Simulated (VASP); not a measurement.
Output of a VASP run:

### OSZICAR
```
...
RMM:   8    -0.431351233710E+03    0.24886E-04   -0.66609E-05   720   0.150E-02    0.118E-01
RMM:   9    -0.431351206175E+03    0.27534E-04   -0.57271E-05   685   0.122E-02    0.451E-02
RMM:  10    -0.431351233060E+03   -0.26885E-04   -0.34138E-05   619   0.102E-02    0.587E-02
RMM:  11    -0.431351231638E+03    0.14214E-05   -0.11487E-05   554   0.758E-03
  14 F= -.43135123E+03 E0= -.43133998E+03  d E =-.282419E-02  mag=     1.0000
       N       E                     dE             d eps       ncg     rms          rms(c)
DAV:   1    -0.431351132745E+03    0.10031E-03   -0.11789E-01   924   0.813E-01    0.155E-01
RMM:   2    -0.431353223125E+03   -0.20904E-02   -0.42423E-03   916   0.126E-01    0.824E-01
RMM:   3    -0.431350943866E+03    0.22793E-02   -0.96453E-04   915   0.621E-02    0.632E-02
RMM:   4    -0.431351312052E+03   -0.36819E-03   -0.19960E-04   831   0.328E-02    0.689E-02
RMM:   5    -0.431351316963E+03   -0.49113E-05   -0.51809E-05   663   0.142E-02
  15 F= -.43135132E+03 E0= -.43133994E+03  d E =-.290951E-02  mag=     1.0000
       N       E                     dE             d eps       ncg     rms          rms(c)
DAV:   1    -0.431350727458E+03    0.58459E-03   -0.11067E+00   972   0.255E+00    0.355E-01
RMM:   2    -0.431359109176E+03   -0.83817E-02   -0.29975E-02   916   0.363E-01    0.158E+00
RMM:   3    -0.431351247784E+03    0.78614E-02   -0.47753E-03   921   0.151E-01    0.239E-01
RMM:   4    -0.431352683448E+03   -0.14357E-02   -0.11836E-03   936   0.788E-02    0.188E-01
RMM:   5    -0.431352614571E+03    0.68877E-04   -0.32686E-04   916   0.375E-02    0.115E-01
RMM:   6    -0.431352580125E+03    0.34445E-04   -0.11535E-04   828   0.209E-02    0.766E-02
RMM:   7    -0.431352590708E+03   -0.10583E-04   -0.13644E-04   862   0.209E-02    0.119E-01
RMM:   8    -0.431352568791E+03    0.21917E-04   -0.47192E-05   671   0.152E-02    0.877E-02
RMM:   9    -0.431352551760E+03    0.17031E-04   -0.15081E-05   561   0.705E-03    0.353E-02
RMM:  10    -0.431352561036E+03   -0.92756E-05   -0.93027E-06   539   0.606E-03
  16 F= -.43135256E+03 E0= -.43134116E+03  d E =-.124407E-02  mag=     1.0000
       N       E                     dE             d eps       ncg     rms          rms(c)
DAV:   1    -0.431352564846E+03   -0.13086E-04   -0.42541E-04   950   0.495E-02    0.233E-02
RMM:   2    -0.431352587220E+03   -0.22374E-04   -0.42785E-05   602   0.113E-02    0.766E-02
RMM:   3    -0.431352565232E+03    0.21988E-04   -0.15378E-05   506   0.716E-03    0.351E-02
RMM:   4    -0.431352567357E+03   -0.21254E-05   -0.35485E-06   450   0.487E-03
  17 F= -.43135257E+03 E0= -.43134112E+03  d E =-.125039E-02  mag=     1.0000
       N       E                     dE             d eps       ncg     rms          rms(c)
DAV:   1    -0.431352168313E+03    0.39692E-03   -0.80847E-01   980   0.218E+00    0.204E-01
RMM:   2    -0.431354959585E+03   -0.27913E-02   -0.17317E-02   916   0.287E-01    0.704E-01
RMM:   3    -0.431353427418E+03    0.15322E-02   -0.19004E-03   921   0.986E-02    0.249E-01
RMM:   4    -0.431353665086E+03   -0.23767E-03   -0.57542E-04   954   0.515E-02    0.141E-01
RMM:   5    -0.431353617555E+03    0.47531E-04   -0.13952E-04   864   0.257E-02    0.703E-02
RMM:   6    -0.431353605573E+03    0.11982E-04   -0.59101E-05   721   0.136E-02    0.588E-02
RMM:   7    -0.431353595180E+03    0.10393E-04   -0.94957E-05   859   0.181E-02    0.570E-02
RMM:   8    -0.431353592774E+03    0.24065E-05   -0.17415E-05   559   0.984E-03
  18 F= -.43135359E+03 E0= -.43134225E+03  d E =-.102542E-02  mag=     1.0000
```

OUTCAR:
```
------------------------ aborting loop because EDIFF is reached ----------------------------------------
  FORCE on cell =-STRESS in cart. coord.  units (eV):
  Direction    XX          YY          ZZ          XY          YZ          ZX
  --------------------------------------------------------------------------------------
  Total      -13.8390441    -13.9532229    -14.2596963      0.6619637     -0.0921890      0.0036045
  in kB      -24.5112891    -24.7135190    -25.2563354      1.1724498     -0.1632823      0.0063842
  external PRESSURE =     -24.8270478 kB  Pullay stress =       0.0000000 kB
  volume of cell :      904.59
      direct lattice vectors                 reciprocal lattice vectors
     9.649823631  0.000000000  0.000000000     0.103628837  0.000000000  0.000000000
     0.000000000  9.649823631  0.000000000     0.000000000  0.103628837  0.000000000
     0.000000000  0.000000000  9.714305805     0.000000000  0.000000000  0.102940964
 POSITION                                       TOTAL-FORCE (eV/Angst)
 -----------------------------------------------------------------------------------
      9.64822      0.00259      9.71245         0.010240     -0.002600      0.004317
      2.43003      2.42650      1.64282         0.005554      0.000756      0.023158
      9.64832      0.00278      3.23728        -0.005778     -0.007772     -0.011555
      2.43067      2.42719      4.83843         0.001835      0.002869      0.001998
      0.00262      9.64734      6.47225         0.000046     -0.011329      0.006896
      2.40962      2.40959      8.09607        -0.006744     -0.009693     -0.006240
      0.00178      4.82243      9.71264         0.001216      0.001399     -0.005736
      2.41634      7.23779      1.61335         0.017837     -0.022465     -0.004008
      0.00170      4.82203      3.23648         0.001037      0.003005      0.004227
      2.42062      7.22590      4.84904        -0.014917      0.018049      0.008928
      0.00123      4.82500      6.47559         0.002495      0.008820      0.005068
      2.42642      7.22251      8.09291         0.007147      0.000317     -0.010234
      4.82743      9.64977      9.71138        -0.006825     -0.001385     -0.009824
      7.22553      2.42357      1.61572         0.001326      0.000487      0.004483
      4.82879      9.64772      3.23652        -0.006195      0.002727      0.003085
      7.23203      2.42004      4.84929        -0.000092      0.007803      0.012026
      4.82609      0.00064      6.47427        -0.012204     -0.005171      0.007175
      7.22948      2.42206      8.09278        -0.010644      0.018709     -0.005089
      4.83253      4.81960      0.05359         0.014879     -0.007014      0.004313
      7.22554      7.21949      1.64328        -0.000819     -0.004155      0.016021
      7.22039      7.21850      4.83720         0.001027     -0.004136     -0.001423
      4.82699      4.82519      6.44794        -0.005478     -0.005470      0.021696
      7.24278      7.24276      8.09631        -0.000240     -0.012606     -0.015546
      1.48132      1.48107      0.01013         0.000291     -0.000057     -0.009855
      3.89227      0.92518      1.61480         0.012679      0.010762      0.005542
      0.92899      3.88965      1.61503         0.009529      0.009264      0.003572
      3.33626      3.34072      9.71113        -0.004620     -0.000576      0.004871
      1.44856      1.44891      3.23933         0.004140      0.000353     -0.006577
      3.88913      0.92187      4.85836         0.009611      0.007248     -0.004934
      0.92917      3.89129      4.86004         0.007604      0.001614     -0.002177
      3.31917      3.32850      3.24301        -0.000185      0.003057     -0.003202
      1.48163      1.47740      6.46650         0.011157      0.014131      0.007180
      3.89219      0.93657      8.09350         0.014934      0.011168      0.003579
      0.93918      3.89303      8.09316         0.009915      0.013997      0.003077
      3.33705      3.33713      6.48721         0.001826     -0.002940     -0.009430
      1.44472      6.32303      9.69645        -0.018573     -0.000137      0.003134
      3.83890      5.80415      1.52595        -0.014802     -0.004247     -0.000356
      0.93726      8.71298      1.60456         0.002438     -0.001525      0.008427
      3.32594      8.20948      9.69347        -0.001392      0.022134      0.005656
      1.45085      6.32427      3.23211        -0.000366      0.007234      0.002022
      3.87649      5.83456      4.97902         0.001176     -0.004107     -0.019198
      0.94127      8.70948      4.86515         0.021190     -0.017936     -0.008113
      3.32050      8.20624      3.23248        -0.000180     -0.002868     -0.001425
      1.44689      6.32244      6.48761        -0.012527      0.015770     -0.000995
      3.89928      5.74986      8.10184        -0.002579      0.005037      0.005514
      0.93623      8.71493      8.09393        -0.004422      0.002090      0.000757
      3.32992      8.20002      6.48653        -0.009175      0.018659     -0.001492
      6.32894      1.43751      9.69288         0.006273     -0.022241     -0.002086
      8.70994      0.94135      1.60506        -0.004858      0.004832      0.004532
      5.82369      3.85176      1.51312        -0.018365      0.006575     -0.007892
      8.21477      3.32042      9.69392         0.016711     -0.003257     -0.002819
      6.33099      1.44292      3.23593         0.007759      0.003506      0.003074
      8.71244      0.93891      4.86870        -0.015832      0.015871     -0.000994
      5.79776      3.84115      4.97005        -0.001661     -0.004460     -0.025828
      8.20971      3.31788      3.23654        -0.003789     -0.005408      0.003049
      6.31986      1.45073      6.48565         0.022475     -0.004125     -0.001787
...
```
(Selected blocks of OUTCAR.)

POSCAR:
```
Sn23O48
1
    9.6498236311     0.0000000000     0.0000000000
    0.0000000000     9.6498236311     0.0000000000
    0.0000000000     0.0000000000     9.7143058054
Sn O
23 48
Direct
  0.0000000000   0.0000000000   0.0000000000
  0.2500000000   0.2500000000   0.1666670000
  0.0000000000   0.0000000000   0.3333330000
  0.2500000000   0.2500000000   0.5000000000
  0.0000000000   0.0000000000   0.6666670000
  0.2500000000   0.2500000000   0.8333330000
  0.0000000000   0.5000000000   0.0000000000
  0.2500000000   0.7500000000   0.1666670000
  0.0000000000   0.5000000000   0.3333330000
  0.2500000000   0.7500000000   0.5000000000
  0.0000000000   0.5000000000   0.6666670000
  0.2500000000   0.7500000000   0.8333330000
  0.5000000000   0.0000000000   0.0000000000
  0.7500000000   0.2500000000   0.1666670000
  0.5000000000   0.0000000000   0.3333330000
  0.7500000000   0.2500000000   0.5000000000
  0.5000000000   0.0000000000   0.6666670000
  0.7500000000   0.2500000000   0.8333330000
  0.5040010000   0.4962300000   0.9984790000
  0.7500000000   0.7500000000   0.1666670000
  0.7500000000   0.7500000000   0.5000000000
  0.5028190000   0.5045010000   0.6690940000
  0.7500000000   0.7500000000   0.8333330000
  0.1535000000   0.1535000000   0.0000000000
  0.4035000000   0.0965000000   0.1666670000
  0.0965000000   0.4035000000   0.1666670000
  0.3465000000   0.3465000000   0.0000000000
  0.1535000000   0.1535000000   0.3333330000
  0.4035000000   0.0965000000   0.5000000000
  0.0965000000   0.4035000000   0.5000000000
  0.3499060000   0.3441090000   0.3298740000
  0.1535000000   0.1535000000   0.6666670000
  0.4035000000   0.0965000000   0.8333330000
  0.0965000000   0.4035000000   0.8333330000
  0.3465000000   0.3465000000   0.6666670000
  0.1535000000   0.6535000000   0.0000000000
  0.4009430000   0.6002710000   0.1685890000
  0.0965000000   0.9035000000   0.1666670000
  0.3465000000   0.8465000000   0.0000000000
  0.1535000000   0.6535000000   0.3333330000
  0.4082360000   0.5995220000   0.4998070000
  0.0965000000   0.9035000000   0.5000000000
  0.3465000000   0.8465000000   0.3333330000
  0.1535000000   0.6535000000   0.6666670000
  0.4035000000   0.5965000000   0.8333330000
  0.0965000000   0.9035000000   0.8333330000
  0.3465000000   0.8465000000   0.6666670000
  0.6535000000   0.1535000000   0.0000000000
  0.9035000000   0.0965000000   0.1666670000
  0.6009960000   0.4030010000   0.1655360000
  0.8465000000   0.3465000000   0.0000000000
  0.6535000000   0.1535000000   0.3333330000
  0.9035000000   0.0965000000   0.5000000000
  0.5964830000   0.4014340000   0.5022850000
  0.8465000000   0.3465000000   0.3333330000
  0.6535000000   0.1535000000   0.6666670000
  0.9035000000   0.0965000000   0.8333330000
  0.5965000000   0.4035000000   0.8333330000
  0.8465000000   0.3465000000   0.6666670000
  0.6535000000   0.6535000000   0.0000000000
  0.9035000000   0.5965000000   0.1666670000
  0.5965000000   0.9035000000   0.1666670000
  0.8465000000   0.8465000000   0.0000000000
  0.6512510000   0.6530110000   0.3305230000
  0.9035000000   0.5965000000   0.5000000000
  0.5965000000   0.9035000000   0.5000000000
  0.8465000000   0.8465000000   0.3333330000
  0.6535000000   0.6535000000   0.6666670000
  0.9035000000   0.5965000000   0.8333330000
  0.5965000000   0.9035000000   0.8333330000
  0.8465000000   0.8465000000   0.6666670000
```

### Question
Write an INCAR and KPOINTS that could have produced this output.

### Answer
This is not unique; one that fits is the input of the run itself, PBE GGA, plane waves, VASP's PBE PAW potentials (set 64).

**INCAR**
```
SYSTEM = Sn23O48
PREC = Normal
ENCUT = 400
EDIFF = 1E-5
NELM = 100
ALGO = Fast
LREAL = Auto
LASPH = .TRUE.
ISMEAR = 0
SIGMA = 0.05
GGA = PE
LMAXMIX = 4
LWAVE = .FALSE.
LCHARG = .FALSE.
NELMIN = 4
ISYM = 0
NELECT = 381.0
ISPIN = 2
NUPDOWN = 1
MAGMOM = 71*0.0141
LORBIT = 10
IBRION = 2
ISIF = 2
NSW = 60
EDIFFG = -0.03
```

**KPOINTS**
```
Automatic mesh
0
Gamma
1 1 1
0 0 0
```

POTCAR, in this order: Sn O (PBE.64 set). Program: vasp_gam.

At this cut-off the stress carries a Pulay error, which pulls relaxed volumes low. The cell is charged, with a uniform compensating background. The supercell is sampled at Γ alone, which is coarse: total energies, pressure and levels can be off, energies of defects by several tenths of an eV.

The cell is a supercell with a defect, built from SnO2 (rutile): vac_Sn, charge -1.
